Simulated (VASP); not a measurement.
Consider the following.

```
CELL_PARAMETERS angstrom
      6.43532    -1.91006     0.01085
      6.43532     1.91006     0.01085
     -0.05150     0.00000     3.94977
ATOMIC_POSITIONS crystal
  Nb 0.85343 0.85343 0.93834
  Nb 0.14657 0.14657 0.06166
  O  0.85105 0.85105 0.48542
  O  0.14895 0.14895 0.51458
  O  0.00000 0.00000 0.00000
  O  0.68483 0.68483 0.00514
  O  0.31517 0.31517 0.99486
```

Calculation: PBEsol GGA, VASP's PBE PAW potentials (set 64) (plane waves; VASP). Numerical set-up: 520 eV cut-off, 7×7×6 Γ-centred mesh, tetrahedra with Blöchl corrections, potentials Nb_sv O.

The cores are frozen, which limits the accuracy of field gradients.

Q: Give the principal components of the electric field gradient (V/Å²) and the asymmetry η at each nucleus.

A: 
| atom | Vxx | Vyy | Vzz | η |
|---|---|---|---|---|
| Nb1 | 57.5 | 41.5 | -99.0 | 0.16 |
| Nb2 | 57.5 | 41.5 | -99.0 | 0.16 |
| O3 | 9.6 | 5.6 | -15.2 | 0.27 |
| O4 | 9.6 | 5.6 | -15.2 | 0.27 |
| O5 | 29.8 | 14.6 | -44.5 | 0.34 |
| O6 | 35.4 | 12.4 | -47.8 | 0.48 |
| O7 | 35.4 | 12.4 | -47.8 | 0.48 |

The structure comes from a computed database's Nb2O5 entry (C2/m); how it stands against other phases isn't given here. It was relaxed first.
